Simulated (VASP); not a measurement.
**BaMn2Bi2: how cutoff and mesh change the moments**

How far do the magnetic moments of BaMn2Bi2 depend on cutoff and mesh? The starting structure is a cell with measured lattice constants from the literature and the atomic positions of a computed structure of the Materials Project. The reference starts from antiferromagnetic moments, in one pattern that fits into this cell.

Method: Kohn-Sham DFT with plane waves and PAW; PBEsol, in VASP 6.6.1.

### 1. Starting point

Symmetry: I4/mmm, No. 139, tetragonal system. Conventional cell: a = 4.490 Å, b = 4.490 Å, c = 14.687 Å, α = 90.00°, β = 90.00°, γ = 90.00°. Nearest to Bi lie 4 Mn at 2.83 Å and 4 Ba at 3.73 Å. Nearest to Ba lie 8 Bi at 3.73 Å. Mn has 4 Bi at 2.83 Å nearest. Farther neighbours are not listed.

Structure file:

```
Bi Ba Mn
1.0
     0.00000   -4.49020    0.00000
    -4.49020    0.00000    0.00000
     2.24510   -2.24510   -7.34350
Bi Ba Mn
2 1 2
Direct
  0.63321 0.36679 0.73358
  0.36679 0.63321 0.26642
  0.00000 0.00000 0.00000
  0.75000 0.75000 0.50000
  0.25000 0.25000 0.50000
```

### 2. Reference run

File INCAR:

```
SYSTEM = BaMn2Bi2
PREC = Accurate
ENCUT = 400
EDIFF = 1E-07
NELM = 200
ISMEAR = 1
SIGMA = 0.15
LREAL = .FALSE.
ALGO = Normal
GGA = PS
NBANDS = 43
ISPIN = 2
MAGMOM = 0 0 0 4.8 -4.8
LASPH = .TRUE.
LMAXMIX = 4
LORBIT = 11
LWAVE = .FALSE.
LCHARG = .FALSE.
KPAR = 8
```

File POSCAR:

```
BaMn2Bi2
1.0
    0.0000000000     -4.4902000000      0.0000000000
   -4.4902000000      0.0000000000      0.0000000000
    2.2451000000     -2.2451000000     -7.3435000000
Bi Ba Mn
2 1 2
Direct
    0.6332120000      0.3667880000      0.7335760000
    0.3667880000      0.6332120000      0.2664240000
    0.0000000000      0.0000000000      0.0000000000
    0.7500000000      0.7500000000      0.5000000000
    0.2500000000      0.2500000000      0.5000000000
```

File KPOINTS:

```
Automatic mesh
0
Gamma
8 8 8
0 0 0
```

The projector-augmented-wave data sets are Bi_d, Ba_sv and Mn_pv (PBE family, release 64).

The run is started by

```console
$ mpirun -np 8 vasp_std
```

What it wrote:

```text
[banner, memory and clock lines left out]
running    8 mpi-ranks, on    1 nodes
 distrk:  each k-point on    1 cores,    8 groups
 distr:  one band on    1 cores,    1 groups

 POSCAR found type information on POSCAR BiBaMn
 POSCAR found :  3 types and       5 ions
|                                                                             |
|           W    W    AA    RRRRR   N    N  II  N    N   GGGG   !!!           |
|           W    W   A  A   R    R  NN   N  II  NN   N  G    G  !!!           |
|           W    W  A    A  R    R  N N  N  II  N N  N  G       !!!           |
|           W WW W  AAAAAA  RRRRR   N  N N  II  N  N N  G  GGG   !            |
|           WW  WW  A    A  R   R   N   NN  II  N   NN  G    G                |
|           W    W  A    A  R    R  N    N  II  N    N   GGGG   !!!           |
|                                                                             |
|     For optimal performance we recommend to set                             |
|       NCORE = 2 up to number-of-cores-per-socket                            |
|     NCORE specifies how many cores store one orbital (NPAR=cpu/NCORE).      |
|     This setting can greatly improve the performance of VASP for DFT.       |
|     The default, NCORE=1 might be grossly inefficient on modern             |
|     multi-core architectures or massively parallel machines. Do your        |
|     Unfortunately you need to use the default for GW and RPA                |
|     calculations (for HF NCORE is supported but not extensively tested      |
|     yet).                                                                   |
|                                                                             |

|                                                                             |
|               ----> ADVICE to this user running VASP <----                  |
|                                                                             |
|     You enforced a specific xc type in the INCAR file but a different       |
|     [... a line on the potential file left out ...]
|     I HOPE YOU KNOW WHAT YOU ARE DOING!                                     |
|                                                                             |

 LDA part: xc-table for (Slater+PW92), standard interpolation
 POSCAR, INCAR and KPOINTS ok, starting setup
 FFT: planning ... GRIDC
 FFT: planning ... GRID_SOFT
 FFT: planning ... GRID
 WAVECAR not read
 entering main loop
       N       E                     dE             d eps       ncg     rms          rms(c)
DAV:   1     0.722302990550E+03    0.72230E+03   -0.30640E+04 10327   0.147E+03
DAV:   2     0.441876643144E+02   -0.67812E+03   -0.65591E+03 10285   0.459E+02
DAV:   3    -0.294254639051E+02   -0.73613E+02   -0.71464E+02 11742   0.167E+02
DAV:   4    -0.330230713625E+02   -0.35976E+01   -0.35430E+01 13535   0.376E+01
DAV:   5    -0.332050283862E+02   -0.18196E+00   -0.18166E+00 14804   0.718E+00    0.158E+01
DAV:   6    -0.346391706576E+02   -0.14341E+01   -0.33733E+01 11702   0.397E+01    0.264E+01
DAV:   7    -0.304908857272E+02    0.41483E+01   -0.30580E+01 11490   0.308E+01    0.824E+00
DAV:   8    -0.307937888668E+02   -0.30290E+00   -0.17136E+00 12053   0.607E+00    0.414E+00
DAV:   9    -0.307651139809E+02    0.28675E-01   -0.37049E-01 12457   0.399E+00    0.197E+00
DAV:  10    -0.307632407586E+02    0.18732E-02   -0.16405E-01 13558   0.180E+00    0.155E+00
DAV:  11    -0.307658628850E+02   -0.26221E-02   -0.42237E-02 11143   0.158E+00    0.658E-01
DAV:  12    -0.307670850351E+02   -0.12222E-02   -0.82348E-03 12319   0.512E-01    0.146E-01
DAV:  13    -0.307672927688E+02   -0.20773E-03   -0.11194E-03 11183   0.164E-01    0.583E-02
DAV:  14    -0.307673208112E+02   -0.28042E-04   -0.12153E-04 14810   0.775E-02    0.237E-02
DAV:  15    -0.307673273048E+02   -0.64937E-05   -0.22406E-05 12532   0.226E-02    0.188E-02
DAV:  16    -0.307673285670E+02   -0.12622E-05   -0.23012E-06 10777   0.126E-02    0.579E-03
DAV:  17    -0.307673290287E+02   -0.46171E-06   -0.22869E-06  9409   0.929E-03    0.314E-03
DAV:  18    -0.307673288242E+02    0.20446E-06   -0.35116E-07  9977   0.312E-03    0.268E-03
DAV:  19    -0.307673287939E+02    0.30308E-07   -0.45732E-08  6016   0.191E-03
   1 F= -.30767329E+02 E0= -.30768155E+02  d E =0.247937E-02  mag=    -0.0000
```

Wall time 2.5 min (8 MPI ranks of Intel Xeon Platinum 8488C (Sapphire Rapids), shared host); peak memory 4.2 GiB; 20 min of CPU time.

Lines that name or quote the potential files are left out of all logs, and their timing lines are given in words.

From OUTCAR (step 2):

```text
ion  position               nearest neighbor table
   1  0.633  0.367  0.734-   5 2.83   4 2.83   5 2.83   4 2.83   3 3.73   3 3.73   3 3.73   3 3.73
                             2 3.91
   2  0.367  0.633  0.266-   5 2.83   4 2.83   5 2.83   4 2.83   3 3.73   3 3.73   3 3.73   3 3.73
                             1 3.91
   3  0.000  0.000  0.000-   1 3.73   1 3.73   2 3.73   1 3.73   2 3.73   1 3.73   2 3.73   2 3.73

  LATTYP: Found a body centered tetragonal cell.
 ALAT       =     4.4902000000
 C/A-ratio  =     3.2709010734

 Subroutine GETGRP returns: Found 16 space group operations
 (whereof 16 operations were pure point group operations)

The static configuration has the point symmetry D_4h.

 Found     59 irreducible k-points:

   k-points           NKPTS =     59   k-points in BZ     NKDIM =     59   number of bands    NBANDS=     43

   dimension x,y,z NGX =    30 NGY =   30 NGZ =   54
   dimension x,y,z NGXF=    60 NGYF=   60 NGZF=  108

   ENCUT  =  400.0 eV  29.40 Ry    5.42 a.u.   7.32  7.32 13.05*2*pi/ulx,y,z

   NELECT =      66.0000    total number of electrons

 k-points in reciprocal lattice and weights: Automatic mesh
   0.00000000  0.00000000  0.00000000       0.002
   0.12500000  0.00000000  0.00000000       0.016
   0.25000000  0.00000000  0.00000000       0.016
   0.37500000  0.00000000  0.00000000       0.016
   0.50000000  0.00000000  0.00000000       0.008
   0.12500000  0.12500000  0.00000000       0.008
   0.25000000  0.12500000  0.00000000       0.031
   0.37500000  0.12500000  0.00000000       0.031
   0.50000000  0.12500000  0.00000000       0.031
[...]
-0.12500000  0.12500000  0.37500000       0.008
   0.00000000  0.00000000  0.50000000       0.002

 average (electrostatic) potential at core
       1-104.6919       2-104.6919       3 -35.3321       4 -69.3677       5 -69.3677

 E-fermi :   5.3243

 spin component 1
 k-point     1 :       0.0000    0.0000    0.0000
  band No.  band energies     occupation
    ...
     29       3.7799      1.00000
     30       3.7799      1.00000
     31       5.0543      1.01445
     32       5.0543      1.01445
     33       5.2756      0.75911
     34       5.6565     -0.00376
     35       5.7929     -0.00005
     36       6.3555     -0.00000
     37       6.4044     -0.00000
     38       7.0892     -0.00000
    ...

 k-point     2 :       0.1250    0.0000    0.0000
  band No.  band energies     occupation
    ...
     29       3.4141      1.00000
     30       3.8650      1.00000
     31       4.4069      1.00000
     32       4.9941      1.00396
     33       5.1941      1.00535
     34       5.8233     -0.00001
     35       5.9424     -0.00000
     36       6.4119     -0.00000
     37       6.5347     -0.00000
     38       7.1642     -0.00000
    ...

 k-point     3 :       0.2500    0.0000    0.0000
  band No.  band energies     occupation
    ...
     29       2.9162      1.00000
     30       3.7715      1.00000
     31       4.0598      1.00000
     32       4.8476      1.00003
     33       4.9377      1.00082
     34       5.9688     -0.00000
     35       6.0587     -0.00000
     36       6.4670     -0.00000
     37       6.7704     -0.00000
     38       6.9077     -0.00000
    ...

 k-point     4 :       0.3750    0.0000    0.0000
  band No.  band energies     occupation
    ...
     29       2.7881      1.00000
     30       3.6034      1.00000
     31       4.2209      1.00000
     32       4.5888      1.00000
     33       4.7320      1.00000
     34       5.8557     -0.00000
     35       6.1685     -0.00000
     36       6.4316     -0.00000
     37       6.7072     -0.00000
     38       6.9608     -0.00000
    ...

 k-point     5 :       0.5000    0.0000    0.0000
  band No.  band energies     occupation
    ...
     29       2.7297      1.00000
     30       3.6838      1.00000
     31       4.2616      1.00000
     32       4.3513      1.00000
     33       4.7124      1.00000
     34       5.7619     -0.00015
     35       6.1911     -0.00000
     36       6.3646     -0.00000
     37       6.6298     -0.00000
     38       7.1877     -0.00000
    ...

 k-point     6 :       0.1250    0.1250    0.0000
  band No.  band energies     occupation
    ...
     29       3.3557      1.00000
     30       3.6739      1.00000
     31       4.3586      1.00000
     32       4.5157      1.00000
     33       5.2485      0.87288
     34       5.9194     -0.00000
     35       5.9875     -0.00000
     36       6.4078     -0.00000
     37       6.6161     -0.00000
     38       7.2168     -0.00000
    ...

  Total       -2.8150157     -2.8150157     -3.0575680      0.0000000      0.0000000      0.0000000
  in kB      -30.4618966    -30.4618966    -33.0866075      0.0000000      0.0000000      0.0000000
  external PRESSURE =     -31.3368002 kB  Pullay stress =       0.0000000 kB

  energy-cutoff  :      400.00
  volume of cell :      148.06
      direct lattice vectors                 reciprocal lattice vectors
     0.000000000 -4.490200000  0.000000000     0.000000000 -0.222707229  0.068087424
    -4.490200000  0.000000000  0.000000000    -0.222707229  0.000000000 -0.068087424
     2.245100000 -2.245100000 -7.343500000     0.000000000  0.000000000 -0.136174849

 POSITION                                       TOTAL-FORCE (eV/Angst)
 -----------------------------------------------------------------------------------
      0.00000     -4.49020     -5.38702        -0.000000     -0.000000      0.266860
     -2.24510     -2.24510     -1.95648        -0.000000     -0.000000     -0.266860
      0.00000      0.00000      0.00000        -0.000000     -0.000000      0.000000
     -2.24510     -4.49020     -3.67175         0.000000     -0.000000      0.000000
      0.00000     -2.24510     -3.67175         0.000000      0.000000      0.000000
 -----------------------------------------------------------------------------------
    total drift:                                0.000000     -0.000000     -0.000000

  FREE ENERGIE OF THE ION-ELECTRON SYSTEM (eV)
  ---------------------------------------------------
  free  energy   TOTEN  =       -30.7673287939 eV

  energy  without entropy=      -30.7698081609  energy(sigma->0) =      -30.76815525

 total charge
# of ion       s       p       d       tot
------------------------------------------
    1        1.438   1.656   9.898  12.991
    2        1.438   1.656   9.898  12.991
    3        2.005   5.578   0.277   7.860
    4        0.265   6.183   4.958  11.406
    5        0.265   6.183   4.958  11.406
--------------------------------------------------
tot          5.410  21.255  29.990  56.654

 magnetization (x)
# of ion       s       p       d       tot
------------------------------------------
    1        0.000   0.000   0.000   0.000
    2        0.000   0.000   0.000   0.000
    3        0.000   0.000   0.000   0.000
    4        0.049   0.046   3.764   3.859
    5       -0.049  -0.046  -3.764  -3.859
--------------------------------------------------
tot         -0.000   0.000   0.000  -0.000

[... 1 further part left out ...]
```

The PAW data sets were made with PBE, which is usual practice but a small mismatch for other functionals. At this level the cell is under a tension of 3.1 GPa, so at these settings it is away from equilibrium. Methfessel-Paxton smearing is not meant for a cell with a gap.

Reference: the moments inside the Mn spheres have a mean size of 3.86 μB, and the cell carries 0.00 μB, with a gap of 0.16 eV on the mesh.

### 3. Run with a 4×4×4 mesh

Against step 2 the input has a 4×4×4 mesh.

INCAR is that of step 2.

POSCAR is that of step 2.

File KPOINTS:

```
Automatic mesh
0
Gamma
4 4 4
0 0 0
```

The run is started by

```console
$ mpirun -np 8 vasp_std
```

What it wrote:

```text
[banner, memory and clock lines left out]
running    8 mpi-ranks, on    1 nodes
[...]
[... a notice as in an earlier step ...]

 [... a notice as in an earlier step ...]

 LDA part: xc-table for (Slater+PW92), standard interpolation
 POSCAR, INCAR and KPOINTS ok, starting setup
[...]
entering main loop
       N       E                     dE             d eps       ncg     rms          rms(c)
DAV:   1     0.719636955170E+03    0.71964E+03   -0.30534E+04  2252   0.147E+03
DAV:   2     0.440641592689E+02   -0.67557E+03   -0.65178E+03  2260   0.456E+02
DAV:   3    -0.293788811958E+02   -0.73443E+02   -0.71435E+02  2603   0.168E+02
DAV:   4    -0.329573870556E+02   -0.35785E+01   -0.35268E+01  2928   0.375E+01
[...]
DAV:  17    -0.307240973757E+02   -0.52122E-06   -0.25303E-06  2014   0.975E-03    0.328E-03
DAV:  18    -0.307240972159E+02    0.15977E-06   -0.40706E-07  2181   0.344E-03    0.254E-03
DAV:  19    -0.307240971857E+02    0.30204E-07   -0.44354E-08  1340   0.183E-03
   1 F= -.30724097E+02 E0= -.30724892E+02  d E =0.238567E-02  mag=     0.0000
```

The job ended after 52 s (8 MPI ranks; peak memory 2.4 GiB).

From OUTCAR (step 3):

```text
  Total       -2.8197178     -2.8197178     -3.2013035      0.0000000      0.0000000      0.0000000
  in kB      -30.5127784    -30.5127784    -34.6420002      0.0000000      0.0000000      0.0000000
  external PRESSURE =     -31.8891856 kB  Pullay stress =       0.0000000 kB

 POSITION                                       TOTAL-FORCE (eV/Angst)
 -----------------------------------------------------------------------------------
      0.00000     -4.49020     -5.38702        -0.000000      0.000000      0.287116
     -2.24510     -2.24510     -1.95648         0.000000     -0.000000     -0.287116
      0.00000      0.00000      0.00000         0.000000     -0.000000      0.000000
     -2.24510     -4.49020     -3.67175        -0.000000     -0.000000      0.000000
      0.00000     -2.24510     -3.67175        -0.000000      0.000000      0.000000
 -----------------------------------------------------------------------------------
    total drift:                                0.000000     -0.000000     -0.000000

  FREE ENERGIE OF THE ION-ELECTRON SYSTEM (eV)
  ---------------------------------------------------
  free  energy   TOTEN  =       -30.7240971857 eV

  energy  without entropy=      -30.7264828518  energy(sigma->0) =      -30.72489241

 magnetization (x)
# of ion       s       p       d       tot
------------------------------------------
    1        0.000   0.000   0.000   0.000
    2        0.000   0.000   0.000   0.000
    3        0.000   0.000   0.000   0.000
    4        0.048   0.046   3.751   3.846
    5       -0.048  -0.046  -3.751  -3.846
--------------------------------------------------
tot          0.000   0.000   0.000   0.000

[... 1 part as in an earlier step ...]

[... 2 further parts left out ...]
[key lines of the parts left out:]
E-fermi :   5.3503
```

A 4×4×4 mesh: the moments inside the Mn spheres have a mean size of 3.85 μB, and the cell carries 0.00 μB, with a gap of 0.17 eV on the mesh.

### 4. Run with a 10×10×10 mesh

Against step 2 the input has a 10×10×10 mesh.

INCAR is that of step 3.

POSCAR is that of step 3.

File KPOINTS:

```
Automatic mesh
0
Gamma
10 10 10
0 0 0
```

The run is started by

```console
$ mpirun -np 8 vasp_std
```

What it wrote:

```text
[... set-up lines as in an earlier step ...]
 entering main loop
       N       E                     dE             d eps       ncg     rms          rms(c)
DAV:   1     0.720176251596E+03    0.72018E+03   -0.30664E+04 17752   0.147E+03
DAV:   2     0.437113672551E+02   -0.67646E+03   -0.65392E+03 17815   0.457E+02
DAV:   3    -0.294879089417E+02   -0.73199E+02   -0.71059E+02 20271   0.167E+02
DAV:   4    -0.330202950095E+02   -0.35324E+01   -0.34813E+01 23159   0.373E+01
[...]
DAV:  17    -0.307683554794E+02   -0.44376E-06   -0.21542E-06 16422   0.894E-03    0.298E-03
DAV:  18    -0.307683552723E+02    0.20709E-06   -0.32010E-07 17097   0.296E-03    0.267E-03
DAV:  19    -0.307683552393E+02    0.33018E-07   -0.45772E-08 10389   0.191E-03
   1 F= -.30768355E+02 E0= -.30769176E+02  d E =0.246187E-02  mag=    -0.0000
```

Run time: 3.7 min. Hardware: 8 MPI ranks; peak memory 5.8 GiB; 29 min of CPU time.

(Continued in part 2 of 2.)

[Lines on the potential files, build, host, timing and source positions are cut from VASP's logs without a mark.]

[Logs are printed without paths, hosts, clocks, repeated set-up lines and the standing remarks that a program may print on its own settings, such as how far it seeks lower states.]

[Hosts, paths, dates, database ids (printed as entryN), source tags and the programs' standing remarks are cut or masked in the printed files.]
